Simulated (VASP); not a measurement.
An input for Quantum ESPRESSO's pw.x (written as the equivalent of a VASP run, and not itself run):

```
&CONTROL
  calculation = 'scf'
  pseudo_dir = './pseudo'
  outdir = './out'
  tprnfor = .true.
  tstress = .true.
/
&SYSTEM
  ibrav = 0
  nat = 4
  ntyp = 2
  ecutwfc = 84
  occupations = 'smearing'
  smearing = 'gaussian'
  degauss = 0.003675
  input_dft = 'pbe'
/
&ELECTRONS
  conv_thr = 7.3e-08
  electron_maxstep = 100
/
ATOMIC_SPECIES
  C 12.011 C.upf
  Ru 101.070 Ru.upf
CELL_PARAMETERS angstrom
     0.0000000    3.1497990    3.1497990
     3.1497990    0.0000000    3.1497990
     3.1497990    3.1497990    0.0000000
ATOMIC_POSITIONS crystal
  C    0.0000000  0.0000000  0.0000000
  Ru   0.5000000  0.5000000  0.5000000
  Ru   0.2500000  0.2500000  0.2500000
  Ru   0.7500000  0.7500000  0.7500000
K_POINTS automatic
  8 8 8 0 0 0
```

Problem. Write the VASP files for the same calculation (PBE).

Solution. This is not unique; one that fits is 
**KPOINTS**
```
K-points
0
Gamma
8 8 8
0 0 0
```

**POSCAR**
```
Ru3C
1
    0.0000000000     3.1497990000     3.1497990000
    3.1497990000     0.0000000000     3.1497990000
    3.1497990000     3.1497990000     0.0000000000
C Ru
1 3
Direct
  0.0000000000   0.0000000000   0.0000000000
  0.5000000000   0.5000000000   0.5000000000
  0.2500000000   0.2500000000   0.2500000000
  0.7500000000   0.7500000000   0.7500000000
```

**INCAR**
```
ALGO  =  Normal
EDIFF  =  1E-6
ENCUT  =  520
GGA  =  PE
ISIF  =  2
ISMEAR  =  0
LASPH  =  T
LCHARG  =  F
LMAXMIX  =  4
LREAL  =  F
LWAVE  =  F
NELM  =  100
PREC  =  Accurate
SIGMA  =  0.05
SYSTEM  =  Ru3C
```

POTCAR, in this order: C Ru_pv (PBE.64 set). Program: vasp_std.

Limits of the translation: the potentials are each code's own (VASP's PAW set, PseudoDojo norm-conserving files in pw.x), so ENCUT and ecutwfc are chosen apart and not converted; conv_thr bounds pw.x's estimated SCF error, while EDIFF bounds the energy change between steps.

The structure was generated: Ru3C was put into the D03 type (Fm-3m), which need not be its known phase. The cell was not relaxed at this level. The run is one of a series of settings (KPOINTS 8×8×8 Γ-centred mesh against the base run), some of them coarse on purpose.
